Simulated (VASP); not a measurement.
Energy against volume of BN (wurtzite). Calculation: RPBE GGA, VASP's PBE PAW potentials (set 64) (plane waves; VASP). Settings: 520 eV cut-off, 10×10×5 Γ-centred mesh, Gaussian smearing of 0.050 eV, potentials B N.

Shape and ions are relaxed at each volume.

| V (Å³/atom) | E (eV/atom) |
|---|---|
| 5.883 | -8.28997 |
| 6.065 | -8.29674 |
| 6.247 | -8.29119 |
| 6.429 | -8.27497 |

**Question.** Fit these four points and predict the energy of the run at 5.701 Å³/atom.

**Answer.** A cubic in V^(−2/3), the third-order Birch-Murnaghan form, passes through the four points with V0 = 6.07 Å³/atom and B0 = 360 GPa, and gives -8.2690 eV/atom there. The run gave -8.2690 eV/atom, -0.0 meV/atom from the fit; all five points give B0 = 359 GPa.

The compound is BN in the wurtzite structure, a metastable high-pressure form. It was relaxed first.
